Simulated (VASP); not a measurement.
Input:

```yaml
crystal:
  lattice:
    - [3.31610, 0.00000, 0.00000]
    - [0.00000, 3.31610, 0.00000]
    - [0.00000, 0.00000, 3.31610]
  atoms:
    - { symbol: Ba, position: [0.00000, 0.00000, 0.00000] }
    - { symbol: O, position: [0.50000, 0.50000, 0.50000] }
```

These are PBEsol GGA, VASP's PBE PAW potentials (set 64) (plane waves; VASP) values and carry that method's errors. Run with 520 eV cut-off, 9×9×9 Γ-centred mesh, tetrahedra with Blöchl corrections, potentials Ba_sv O.

Unless said otherwise, spin-orbit coupling is left out, though it shifts the bands of the heavy elements here.

Problem. Predict the energy per atom (σ→0), band gap (on the k-mesh) with the smallest direct gap where there is one.

Solution. 
```yaml
band gap (on the k-mesh): 1.61 eV
smallest direct gap (on the k-mesh): 1.61 eV
energy per atom (σ→0): -5.909 eV/atom
```

Total energies compare only between runs with the same potentials, cut-off and functional.

The structure was generated: BaO was put into the CsCl type type (Pm-3m), which need not be its known phase. It was relaxed first, which changed the volume by -25 %.
